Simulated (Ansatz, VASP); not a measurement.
# BiB in VASP and in Ansatz

File INCAR:

```
SYSTEM = BiB
  PREC = Accurate
  ENCUT = 520
  EDIFF = 1E-6
  ISMEAR = -1
  SIGMA = 0.02
  LREAL = .FALSE.
  LASPH = .TRUE.
  NELM = 100
  ALGO = Normal
  ISIF = 2
  LWAVE = .FALSE.
  LCHARG = .FALSE.
  GGA = PE
  NBANDS = 26
```

The input KPOINTS:

```
regular mesh
0
G
  12 12 4
  0 0 0
```

File POSCAR:

```
BiB
1.0
    3.7741677084      0.0000000000      0.0000000000
   -1.8870838542      3.2685251136      0.0000000000
    0.0000000000      0.0000000000      6.0627271688
B Bi
2 2
Direct
    0.0000000000      0.0000000000      0.0000000000
    0.0000000000      0.0000000000      0.5000000000
    0.3333333333      0.6666666667      0.2500000000
    0.6666666667      0.3333333333      0.7500000000
```

Input for Ansatz:

```yaml
crystal:
  lattice:
    - [3.7741677084, 0.0, 0.0]
    - [-1.8870838542, 3.2685251136, 0.0]
    - [0.0, 0.0, 6.0627271688]
  atoms:
    - { symbol: B, position: [0.0, 0.0, 0.0] }
    - { symbol: B, position: [0.0, 0.0, 0.5] }
    - { symbol: Bi, position: [0.3333333333, 0.6666666667, 0.25] }
    - { symbol: Bi, position: [0.6666666667, 0.3333333333, 0.75] }
kpoints:
  mp_grid: { grid: [12, 12, 4] }
  band_path:
    path:
      - [[0.0, 0.0, 0.0], [0.5, -4.837848143532e-17, -1.65978757635e-19], [0.3333333333333, 0.3333333333333, -1.10652505091e-19], [0.0, 0.0, 0.0], [-1.222043573059e-36, 4.20495167972e-37, 0.5], [0.5, -4.836236442396e-17, 0.5], [0.3333333333333, 0.3333333333333, 0.5], [-1.222043573059e-36, 4.20495167972e-37, 0.5]]
      - [[0.5, -4.836236442396e-17, 0.5], [0.5, -4.837848143532e-17, -1.65978757635e-19]]
      - [[0.3333333333333, 0.3333333333333, 0.5], [0.3333333333333, 0.3333333333333, -1.10652505091e-19]]
    npoints: 10
hamiltonian:
  xc: pbe
scf:
  occupations: { method: fermi_dirac, width: 0.02 }
  n_extra_bands: 5
output:
  forces: true
  stress: true
  eigenvalues: true
  write_density: true
  write_potential: true
  elf: true
  volumetric_format: npy
```

The cell was built by a generator and needn't be a form met in nature.

Alike in both runs: task single point; functional PBE; k mesh 12 × 12 × 4; occupations fermi-dirac, width 0.02 eV; no spin polarisation.

|  | VASP | Ansatz |
| --- | --- | --- |
| version | VASP 6.6.1 | Ansatz 0.2.0 |
| potentials or method | VASP PAW PBE potentials, release 64 (B, Bi_d) | plane waves, PAW |
| plane-wave cutoff (eV) | 520 | 420 |
| valence electrons in the cell | 36 | 36 |

|  | VASP | Ansatz | Ansatz less VASP |
| --- | --- | --- | --- |
| pressure (GPa) | 0.8 | 0.8 | +0.02 |
| largest component of the traceless stress (GPa) | 0.27 | 0.26 | -0.009 |

Caveats: spin-orbit coupling is left out, which moves the levels of the heavy elements.
